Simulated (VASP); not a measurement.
Given:

```yaml
crystal:
  lattice:
    - [1.60136, -2.77364, 0.00000]
    - [1.60136, 2.77364, 0.00000]
    - [0.00000, 0.00000, 5.11574]
  atoms:
    - { symbol: Mg, position: [0.33333, 0.66667, 0.25000] }
    - { symbol: Mg, position: [0.66667, 0.33333, 0.75000] }
```

The numbers are results of TPSS meta-GGA, VASP's PBE PAW potentials (set 64) (plane waves; VASP), not measurements. Settings: 520 eV cut-off, 15×15×8 Γ-centred mesh, tetrahedra with Blöchl corrections, potentials Mg.

Q: Give the energies of bands 1 to 5 at the high-symmetry points, in eV from the Fermi level.

A: 
```csv
band,Γ,M,K,A,L,H
1,-7.01,-2.25,-0.75,-5.58,-1.18,0.11
2,-1.67,-2.21,-0.68,-5.58,-1.18,0.11
3,-1.08,2.67,-0.68,5.30,-0.47,0.58
4,10.80,2.99,4.14,5.30,-0.47,0.58
5,10.80,3.42,4.14,11.59,7.99,1.57
```

It has no gap at this level: it comes out as a metal or semimetal.

The compound is Mg in the hcp structure. It was relaxed first.
